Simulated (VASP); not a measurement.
```yaml
crystal:
  lattice:
    - [4.00242, 0.00000, 0.00000]
    - [0.00000, 4.00242, 0.00000]
    - [0.00000, 0.00000, 6.36440]
  atoms:
    - { symbol: Cu, position: [0.50000, 0.50000, 0.00000] }
    - { symbol: Cu, position: [0.00000, 0.00000, 0.00000] }
    - { symbol: I, position: [0.50000, 0.00000, 0.26633] }
    - { symbol: I, position: [0.00000, 0.50000, 0.73367] }
```

Level of theory: PBEsol GGA, VASP's PBE PAW potentials (set 64) (plane waves; VASP). Settings: 400 eV cut-off, 6×6×4 Γ-centred mesh, tetrahedra with Blöchl corrections, potentials Cu I.

The cores are frozen, which limits the accuracy of field gradients. Without a dispersion term in the relaxation, distances and binding between the weakly bound layers, chains or molecules are unreliable, and so is what depends on them.

Question: Give the principal components of the electric field gradient (V/Å²) and the asymmetry η at each nucleus.

Answer: 
```csv
atom,Vxx,Vyy,Vzz,η
Cu1,3.8,3.8,-7.7,0.00
Cu2,3.8,3.8,-7.7,0.00
I3,-80.2,-80.2,160.5,0.00
I4,-80.2,-80.2,160.5,0.00
```

The structure comes from a computed database's CuI entry (P4/nmm); how it stands against other phases isn't given here. It was relaxed first, which changed the volume by -7 %.
